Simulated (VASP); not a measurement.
Input for VASP

**KPOINTS**
```
Automatic mesh
0
Gamma
6 6 6
0 0 0
```

File POSCAR:
```
CsCl
1
    4.1200000000     0.0000000000     0.0000000000
    0.0000000000     4.1200000000     0.0000000000
    0.0000000000     0.0000000000     4.1200000000
Cs Cl
1 1
Direct
  0.0000000000   0.0000000000   0.0000000000
  0.5000000000   0.5000000000   0.5000000000
```

### INCAR
```
SYSTEM=CsCl
LREAL=.FALSE.
LWAVE=.FALSE.
NELM=100
ENCUT=400
GGA=PE   # PBE
LCHARG=.FALSE.
PREC=Accurate
ISIF=2   # forces and stress, cell fixed
ALGO=Normal   # blocked Davidson
LMAXMIX=4   # l cut-off of mixed one-centre charges
SIGMA=0.05
ISMEAR=0
LASPH=.TRUE.   # aspherical one-centre terms
EDIFF=1E-6
```

POTCAR, in this order: Cs_sv Cl (PBE.64 set). Program: vasp_std.

Task: Write an equivalent input for Quantum ESPRESSO's pw.x.

Result: One equivalent input (not run):
```
&CONTROL
  calculation = 'scf'
  pseudo_dir = './pseudo'
  outdir = './out'
  tprnfor = .true.
  tstress = .true.
/
&SYSTEM
  ibrav = 0
  nat = 2
  ntyp = 2
  ecutwfc = 58
  occupations = 'smearing'
  smearing = 'gaussian'
  degauss = 0.003675
  input_dft = 'pbe'
/
&ELECTRONS
  conv_thr = 7.3e-08
  electron_maxstep = 100
/
ATOMIC_SPECIES
  Cs 132.905 Cs.upf
  Cl 35.450 Cl.upf
CELL_PARAMETERS angstrom
     4.1200000    0.0000000    0.0000000
     0.0000000    4.1200000    0.0000000
     0.0000000    0.0000000    4.1200000
ATOMIC_POSITIONS crystal
  Cs   0.0000000  0.0000000  0.0000000
  Cl   0.5000000  0.5000000  0.5000000
K_POINTS automatic
  6 6 6 0 0 0
```
The two are equivalent in intent, not identical: the potentials are each code's own (VASP's PAW set, PseudoDojo norm-conserving files in pw.x), so ENCUT and ecutwfc are chosen apart and not converted; conv_thr bounds pw.x's estimated SCF error, while EDIFF bounds the energy change between steps.

The compound is CsCl in the CsCl type structure. The cell was not relaxed at this level.
